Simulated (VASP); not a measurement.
AgI (zinc blende), at 0.96 of the tabulated volume:

```
CELL_PARAMETERS angstrom
      0.00000     3.20608     3.20608
      3.20608     0.00000     3.20608
      3.20608     3.20608     0.00000
ATOMIC_POSITIONS crystal
  Ag 0.00000 0.00000 0.00000
  I  0.25000 0.25000 0.25000
```

The lowest empty band near Γ, direction [111], from PBE with spin-orbit coupling in VASP (PAW); its two spin partners are averaged. The gap over the points computed is 1.11 eV, and the next band on that side lies 4.15 eV away at the edge.

Run with 400 eV cut-off, 8×8×8 Γ-centred mesh, Gaussian smearing of 0.050 eV, potentials Ag I.

| distance from the edge in k (1/Å) | distance in energy (meV) |
|---|---|
| 0.012 | 3.5 |
| 0.018 | 8.0 |
| 0.025 | 15.3 |
| 0.035 | 29.6 |
| 0.050 | 58.9 |
| 0.070 | 110.2 |

Q: Fit E(1 + αE) = ħ²k²/2m* (ħ²/2m0 = 3.810 eV Å²) and predict the row at 0.095 1/Å.

A: Least squares on the energies gives the electron mass m* = 0.153 m0 and α = 0.96 per eV, and so 189.8 meV. The run gave 189.5 meV, -0.3 meV from the fit.

Left out are points under 3 meV from the edge, since the levels carry 0.1 meV, and points farther than half the way to the next band.

The compound is AgI in the zinc blende structure, whereas wurtzite is the usual form. The cell was not relaxed at this level.
